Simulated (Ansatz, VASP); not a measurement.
# Cross-check of Ge (Germanium) between VASP and Ansatz, part 3 of 3

One calculation is typed for both programs; each brings its own data sets. How far apart do they land? The cell is taken from a series of runs on this material, whose earlier steps may have relaxed, scaled, displaced or heated it; both programs get it as it stands.

VASP 6.6.1 and Ansatz 0.2.0.

So far: Starting point; Ansatz: zone-centre phonons, LDA; VASP: zone-centre phonons, LDA.

### Step 3. VASP: zone-centre phonons, LDA (continued)

Level of this step: LDA; plane waves and PAW (Ge_d) (VASP).

Numbers of over 12 decimals in the logs are rounded to 6 here.

From OUTCAR (step 3):

```text
ion  position               nearest neighbor table
   1  0.501  0.501  0.499-   2 2.44   2 2.44   2 2.45   2 2.45
   2  0.749  0.749  0.751-   1 2.44   1 2.44   1 2.45   1 2.45

  LATTYP: Found a body centered orthorhombic cell.
 ALAT       =     3.9742843844
 B/A-ratio  =     1.0201812008
 C/A-ratio  =     1.4035183885

 Subroutine GETGRP returns: Found  4 space group operations
 (whereof  2 operations were pure point group operations)

The static configuration has the point symmetry C_1h.
 The point group associated with its full space group is C_2h.

   k-points           NKPTS =   1728   k-points in BZ     NKDIM =   1728   number of bands    NBANDS=     20

   dimension x,y,z NGX =    30 NGY =   30 NGZ =   30
   dimension x,y,z NGXF=    60 NGYF=   60 NGZF=   60

   ENCUT  =  500.0 eV  36.75 Ry    6.06 a.u.   7.26  7.26  7.39*2*pi/ulx,y,z

   NELECT =      28.0000    total number of electrons

 k-points in reciprocal lattice and weights: Points of the shifted mesh
   0.04166667  0.04166667  0.04166667       0.001
   0.04166667  0.04166667  0.12500000       0.001
   0.04166667  0.04166667  0.20833333       0.001
   0.04166667  0.04166667  0.29166667       0.001
   0.04166667  0.04166667  0.37500000       0.001
   0.04166667  0.04166667  0.45833333       0.001
   0.04166667  0.04166667  0.54166667       0.001
   0.04166667  0.04166667  0.62500000       0.001
   0.04166667  0.04166667  0.70833333       0.001
[...]
0.95833333  0.95833333  0.87500000       0.001
   0.95833333  0.95833333  0.95833333       0.001

 average (electrostatic) potential at core
       1 -75.3436       2 -75.3436

  Total       -0.3278691     -0.3278691      0.0225383     -0.3492293     -0.0028940     -0.0028940
  in kB      -11.6887703    -11.6887703      0.8035075    -12.4502767     -0.1031742     -0.1031736
  external PRESSURE =      -7.5246777 kB  Pullay stress =       0.0000000 kB

  energy-cutoff  :      500.00
  volume of cell :       44.94
      direct lattice vectors                 reciprocal lattice vectors
     0.028357044  2.838600482  2.788990607    -0.177920529  0.177920529  0.179276330
     2.838600482  0.028357044  2.788990607     0.177920529 -0.177920529  0.179276330
     2.866957526  2.866957526  0.000000000     0.174400910  0.174400910 -0.179276330

 POSITION                                       TOTAL-FORCE (eV/Angst)
 -----------------------------------------------------------------------------------
      2.86678      2.86678      2.79611         0.000218      0.000218      0.001699
      4.30062      4.30062      4.17636        -0.000218     -0.000218     -0.001699
 -----------------------------------------------------------------------------------
    total drift:                               -0.000000     -0.000000      0.000000

 Eigenvectors and eigenvalues of the dynamical matrix
 ----------------------------------------------------

   1 f  =    8.833588 THz    55.503069 2PiTHz  294.656770 cm-1    36.532767 meV
             X         Y         Z           dx          dy          dz
      2.866776  2.866776  2.796113    -0.500000    0.500000    0.000000
      4.300618  4.300618  4.176363     0.500000   -0.500000   -0.000000

   2 f  =    8.726802 THz    54.832116 2PiTHz  291.094794 cm-1    36.091138 meV
             X         Y         Z           dx          dy          dz
      2.866776  2.866776  2.796113     0.004454    0.004454    0.707079
      4.300618  4.300618  4.176363    -0.004454   -0.004454   -0.707079

   3 f  =    8.645916 THz    54.323893 2PiTHz  288.396718 cm-1    35.756620 meV
             X         Y         Z           dx          dy          dz
      2.866776  2.866776  2.796113     0.499980    0.499980   -0.006299
      4.300618  4.300618  4.176363    -0.499980   -0.499980    0.006299

   4 f  =    0.000000 THz     0.000001 2PiTHz    0.000007 cm-1     0.000001 meV
             X         Y         Z           dx          dy          dz
      2.866776  2.866776  2.796113     0.000920   -0.157353   -0.689376
      4.300618  4.300618  4.176363     0.000920   -0.157353   -0.689376

   5 f/i=    0.000000 THz     0.000000 2PiTHz    0.000002 cm-1     0.000000 meV
             X         Y         Z           dx          dy          dz
      2.866776  2.866776  2.796113     0.704119   -0.063098    0.015342
      4.300618  4.300618  4.176363     0.704119   -0.063098    0.015342

   6 f/i=    0.000000 THz     0.000001 2PiTHz    0.000006 cm-1     0.000001 meV
             X         Y         Z           dx          dy          dz
      2.866776  2.866776  2.796113    -0.064930   -0.686483    0.156605
      4.300618  4.300618  4.176363    -0.064930   -0.686483    0.156605

 ELASTIC MODULI CONTR FROM IONIC RELAXATION (kBar)
 Direction    XX          YY          ZZ          XY          YZ          ZX
 --------------------------------------------------------------------------------
 XX          -0.2791     -0.2693     -0.7104      7.9594      1.3010      0.8983
 YY          -0.2693     -0.2791     -0.7104      7.6995     -0.1266      2.5849
 ZZ          -0.7104     -0.7104     -1.8996     21.1131     -1.1322      2.4404
 XY           7.9594      7.6995     21.1131   -238.6283      1.4288      1.7361
 YZ           1.3010     -0.1266     -1.1322      1.4288   -224.7632     26.4223
 ZX           0.8983      2.5849      2.4404      1.7361     26.4223   -229.3091
 --------------------------------------------------------------------------------
```

### Step 4. Differences

Known differences besides the potentials themselves: the two LDA forms differ slightly; the cutoff is 420 eV in Ansatz and 500 eV in VASP; VASP's log shows a relativistic correction to its local exchange, Ansatz's none. Total energies have different zeros and are not compared.

Compared:

```
             quantity  Ansatz   VASP  difference
optical mode 1 (cm⁻¹)   286.9  288.4     -0.51 %
optical mode 2 (cm⁻¹)   289.4  291.1     -0.59 %
optical mode 3 (cm⁻¹)   293.2  294.7     -0.51 %
```

Modes are paired by rising frequency, not by their patterns, so a pair may set unlike modes beside each other; they are those without the splitting of longitudinal modes.

### Step 5. Outcome

| Property | Result |
| --- | --- |
| r.m.s. difference of the optical zone-centre modes, each program's sorted by frequency (zone-centre phonons, LDA) | 1.6 cm⁻¹ |
| difference in optical mode 2 (zone-centre phonons, LDA) | -0.6 % |

What this shows: The r.m.s. difference of the optical zone-centre modes, each program's sorted by frequency is 1.6 cm⁻¹ (zone-centre phonons, LDA). Among the rows given in per cent, the largest difference of the zone-centre phonons, LDA pair is in optical mode 2, -0.6 %. How closely two codes agree says nothing of how well the functional describes the real material.

[Lines on the potential files, build, host, timing and source positions are cut from VASP's logs without a mark.]

[Logs are printed without paths, hosts, clocks, repeated set-up lines and the standing remarks that a program may print on its own settings, such as how far it seeks lower states.]

[Hosts, paths, dates, database ids (printed as entryN), source tags and the programs' standing remarks are cut or masked in the printed files.]
